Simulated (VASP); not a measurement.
Crystal: AlIn3N2.

```
Al In N
1.0
     3.50000    0.00000    0.00000
    -1.75000    3.03109    0.00000
     0.00000    0.00000   20.30000
Al In N
2 6 4
Direct
  0.00000 0.00000 0.75000
  0.00000 0.00000 0.25000
  0.00000 0.00000 0.00000
  0.66667 0.33333 0.86500
  0.33333 0.66667 0.13500
  0.33333 0.66667 0.36500
  0.00000 0.00000 0.50000
  0.66667 0.33333 0.63500
  0.66667 0.33333 0.06750
  0.33333 0.66667 0.93250
  0.66667 0.33333 0.43250
  0.33333 0.66667 0.56750
```

The cell was built by a generator and needn't be a form met in nature.

| Property | Result |
| --- | --- |
| Program | VASP 6.6.1 |
| Task | relaxation of cell and atoms |
| Functional | PBE |
| Potentials or basis | VASP PAW PBE potentials, release 64 (Al, In_d, N) |
| Cutoff | 520 eV |
| k mesh | 5 × 5 × 1 |
| Occupations | gaussian, width 0.15 eV |
| Spin | no spin polarisation |

At the start: pressure -6.4 GPa; volume 17.95 Å³/atom.

Q: How do energy, volume and symmetry change on relaxing?

A: Over 13 steps the energy falls by 32.3 meV/atom and the volume is 16.40 Å³/atom (-8.6 %); space group P6_3/mmc (No. 194, to 0.05 Å).

Step by step:
| step | energy change (eV) | largest force (eV/Å) | pressure (GPa) | volume (Å³) |
| --- | --- | --- | --- | --- |
| 1 | 0.0000 | 0.0949 | -6.37 | 215.36 |
| 2 | -0.2742 | 0.6851 | 3.93 | 193.87 |
| 3 | -0.3218 | 0.4171 | 0.23 | 199.93 |
| 4 | -0.3203 | 0.4037 | -0.47 | 200.50 |
| 5 | -0.3493 | 0.2383 | -0.65 | 199.51 |
| 6 | -0.3648 | 0.1266 | -0.75 | 198.59 |
| 7 | -0.3438 | 0.2912 | -0.23 | 196.76 |
| 8 | -0.3644 | 0.1518 | -0.40 | 198.17 |
| 9 | -0.3806 | 0.1768 | 1.00 | 196.08 |
| 10 | -0.3796 | 0.1699 | 0.12 | 196.31 |
| 11 | -0.3801 | 0.1709 | 0.29 | 196.18 |
| 12 | -0.3802 | 0.1715 | 0.20 | 196.14 |
| 13 | -0.3878 | 0.0789 | 0.08 | 196.85 |

Final structure:
```
CELL_PARAMETERS angstrom
3.39752 0.00000 0.00000
-1.69876 2.94234 0.00000
0.00000 0.00000 19.69126
ATOMIC_POSITIONS crystal
Al 0.00000 0.00000 0.75000
Al 0.00000 0.00000 0.25000
In 0.00000 0.00000 0.00000
In 0.66667 0.33333 0.86222
In 0.33333 0.66667 0.13778
In 0.33333 0.66667 0.36222
In 0.00000 0.00000 0.50000
In 0.66667 0.33333 0.63778
N 0.66667 0.33333 0.06814
N 0.33333 0.66667 0.93186
N 0.66667 0.33333 0.43186
N 0.33333 0.66667 0.56814
```

Caveat: the k mesh is coarse (spacing up to 0.41 Å⁻¹), so the values aren't converged.
